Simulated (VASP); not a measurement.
Here is the system:

```yaml
crystal:
  lattice:
    - [3.96929, 2.29167, 3.33497]
    - [-3.96929, 2.29167, 3.33497]
    - [0.00000, -4.58334, 3.33497]
  atoms:
    - { symbol: Cs, position: [0.00130, 0.00130, 0.00130] }
    - { symbol: Ge, position: [0.47708, 0.47708, 0.47708] }
    - { symbol: Br, position: [0.02866, 0.50547, 0.50547] }
    - { symbol: Br, position: [0.50547, 0.02866, 0.50547] }
    - { symbol: Br, position: [0.50547, 0.50547, 0.02866] }
```

These are PBEsol GGA, VASP's PBE PAW potentials (set 64) (plane waves; VASP) values and carry that method's errors. Numerical set-up: 300 eV cut-off, 3×3×3 Γ-centred mesh, Fermi-Dirac smearing of 0.050 eV, potentials Cs_sv Ge_d Br.

Unless said otherwise, spin-orbit coupling is left out, though it shifts the bands of the heavy elements here.

Problem. Give the energies of bands 14 to 25 at the high-symmetry points, in eV from the valence-band maximum.

Solution. 
```json
[
 {"band": "14", "Γ": "-4.84", "T": "-3.49", "H2": "-3.49", "L": "-4.75", "S0": "-4.61", "F": "-4.61"},
 {"band": "15", "Γ": "-4.84", "T": "-3.40", "H2": "-3.40", "L": "-4.67", "S0": "-3.68", "F": "-3.68"},
 {"band": "16", "Γ": "-4.24", "T": "-3.40", "H2": "-3.40", "L": "-3.32", "S0": "-3.25", "F": "-3.25"},
 {"band": "17", "Γ": "-2.51", "T": "-3.00", "H2": "-3.00", "L": "-2.77", "S0": "-2.95", "F": "-2.95"},
 {"band": "18", "Γ": "-2.51", "T": "-3.00", "H2": "-3.00", "L": "-2.62", "S0": "-2.79", "F": "-2.79"},
 {"band": "19", "Γ": "-2.37", "T": "-1.88", "H2": "-1.88", "L": "-2.50", "S0": "-2.60", "F": "-2.60"},
 {"band": "20", "Γ": "-2.24", "T": "-1.88", "H2": "-1.88", "L": "-2.50", "S0": "-2.56", "F": "-2.56"},
 {"band": "21", "Γ": "-2.24", "T": "-1.86", "H2": "-1.86", "L": "-2.38", "S0": "-1.88", "F": "-1.88"},
 {"band": "22", "Γ": "-2.18", "T": "0.00", "H2": "-0.02", "L": "-1.60", "S0": "-0.78", "F": "-0.78"},
 {"band": "23", "Γ": "2.90", "T": "1.12", "H2": "1.14", "L": "2.11", "S0": "1.64", "F": "1.64"},
 {"band": "24", "Γ": "3.81", "T": "1.33", "H2": "1.34", "L": "4.42", "S0": "1.82", "F": "1.81"},
 {"band": "25", "Γ": "3.81", "T": "1.33", "H2": "1.35", "L": "4.59", "S0": "4.60", "F": "4.60"}
]
```

The gap is direct, 1.13 eV, from the valence maximum at T to the conduction minimum at T.

The structure comes from a computed database's CsGeBr3 entry (R3m); how it stands against other phases isn't given here. The cell was not relaxed at this level.
